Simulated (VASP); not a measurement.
The input files of a VASP run:

**KPOINTS**
```
kpoints
0
G
  4 4 4
0 0 0
```

File POSCAR:
```
CsPbCl3
1.0
  5.7019773277   0.0000000000   0.0000000000
  0.0000000000   5.7019773277   0.0000000000
  0.0000000000   0.0000000000   5.7019773277
Cs Pb Cl
1 1 3
Cartesian
  0.0000000000   0.0000000000   0.0000000000
  2.8509886638   2.8509886638   2.8509886638
  0.0000000000   2.8509886638   2.8509886638
  2.8509886638   0.0000000000   2.8509886638
  2.8509886638   2.8509886638   0.0000000000
```

### INCAR
```
SYSTEM = CsPbCl3
PREC = Accurate; ENCUT = 400; LREAL = .FALSE.
LASPH = .TRUE.
EDIFF = 1E-6; NELM = 100; ALGO = Normal
LMAXMIX = 4
ISMEAR = 0; SIGMA = 0.05
GGA = PE
IBRION = 2; NSW = 60; ISIF = 3
EDIFFG = -0.02
LWAVE = .FALSE.; LCHARG = .FALSE.
```

POTCAR, in this order: Cs_sv Pb_d Cl (PBE.64 set). Program: vasp_std.

### Question
Translate this PBE calculation to Quantum ESPRESSO's pw.x.

### Answer
One equivalent input (not run):
```
&CONTROL
  calculation = 'vc-relax'
  pseudo_dir = './pseudo'
  outdir = './out'
  tprnfor = .true.
  tstress = .true.
  nstep = 60
  forc_conv_thr = 0.00078
/
&SYSTEM
  ibrav = 0
  nat = 5
  ntyp = 3
  ecutwfc = 62.5
  occupations = 'smearing'
  smearing = 'gaussian'
  degauss = 0.003675
  input_dft = 'pbe'
/
&ELECTRONS
  conv_thr = 7.3e-08
  electron_maxstep = 100
/
&IONS
/
&CELL
/
ATOMIC_SPECIES
  Cs 132.905 Cs.upf
  Pb 207.200 Pb.upf
  Cl 35.450 Cl.upf
CELL_PARAMETERS angstrom
     5.7019773   -0.0000000   -0.0000000
    -0.0000000    5.7019773   -0.0000000
     0.0000000    0.0000000    5.7019773
ATOMIC_POSITIONS crystal
  Cs   0.0000000  0.0000000  0.0000000
  Pb   0.5000000  0.5000000  0.5000000
  Cl   0.0000000  0.5000000  0.5000000
  Cl   0.5000000  0.0000000  0.5000000
  Cl   0.5000000  0.5000000  0.0000000
K_POINTS automatic
  4 4 4 0 0 0
```
Limits of the translation: the potentials are each code's own (VASP's PAW set, PseudoDojo norm-conserving files in pw.x), so ENCUT and ecutwfc are chosen apart and not converted; conv_thr bounds pw.x's estimated SCF error, while EDIFF bounds the energy change between steps; forc_conv_thr acts on force components and is met together with etot_conv_thr.

The structure comes from a computed database's CsPbCl3 entry (Pm-3m); how it stands against other phases isn't given here. This run relaxes it. Symmetry was kept, so distortions that lower it aren't found. The start is the result of an earlier pass.
